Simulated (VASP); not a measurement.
Here is the system:

```
CELL_PARAMETERS angstrom
      2.13090    -1.23036    -0.00411
      2.13090     1.23036    -0.00411
     -1.38814     0.00000     3.59236
ATOMIC_POSITIONS crystal
  C  0.83333 0.83333 0.99999
  C  0.16667 0.16667 0.00001
```

Calculation: PBEsol GGA, VASP's PBE PAW potentials (set 64) (plane waves; VASP 6.6.1). Numerical set-up: 520 eV cut-off, 11×11×7 Γ-centred mesh, Gaussian smearing of 0.050 eV, potentials C.

Task: What does the run give for the energy per atom (σ→0)?

Result: 
| Property | Result |
|---|---|
| energy per atom (σ→0) | -9646 meV/atom |

Total energies compare only between runs with the same potentials, cut-off and functional.

The structure comes from a computed database's C entry (C2/m); how it stands against other phases isn't given here. It was relaxed first. The start is the result of an earlier pass.
